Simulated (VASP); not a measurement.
Input:

```xyz
2
Lattice="0.0000 2.2990 2.2990 2.2990 0.0000 2.2990 2.2990 2.2990 0.0000" Properties=species:S:1:pos:R:3 pbc="T T T"
Be     0.0000     0.0000     0.0000
S      1.1495     1.1495     1.1495
```

Computed with PBEsol GGA, VASP's PBE PAW potentials (set 64) (plane waves; VASP). Settings: 500 eV cut-off, 10×10×10 Γ-centred mesh, Gaussian smearing of 0.050 eV, potentials Be S.

Task: Estimate the energy per atom (σ→0), pressure, band gap (on the k-mesh) with the smallest direct gap where there is one.

Result: 
```
Item                                                  Value
-----------------------------------  ----------------------
band gap (on the k-mesh)                            2.51 eV
smallest direct gap (on the k-mesh)                 5.48 eV
energy per atom (σ→0)                -498.8 kJ/mol of atoms
pressure                                          19.93 GPa
```

The absolute energy has meaning only against runs of the same code, potentials and settings.

The compound is BeS in the zinc blende structure. It was relaxed first under an external pressure of 20 GPa.
